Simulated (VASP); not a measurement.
Consider the following.

```
CELL_PARAMETERS angstrom
      0.00000     3.33777     3.33777
      3.33777     0.00000     3.33777
      3.33777     3.33777     0.00000
ATOMIC_POSITIONS crystal
  Hg 0.00000 0.00000 0.00000
  Te 0.25000 0.25000 0.25000
```

Computed with PBE GGA with D4 dispersion, VASP's PBE PAW potentials (set 64) (plane waves; VASP 6.6.1). Settings: 520 eV cut-off, 10×10×10 Γ-centred mesh, first-order Methfessel-Paxton smearing of 0.10 eV, potentials Hg Te.

The job: HgTe (zinc blende), 2 atoms, PBE-D4, static run, 520 eV, 10×10×10 Γ-centred mesh. Roughly how much core time does it take on a busy server core?

About 20 core-seconds (one run on a shared machine, a rough figure). It had 47 irreducible k-points, 13 bands, up to 2044 plane waves and 13 electronic steps.

The compound is HgTe in the zinc blende structure. This cell is one point of a volume scan, at 1.06 of the reference volume.
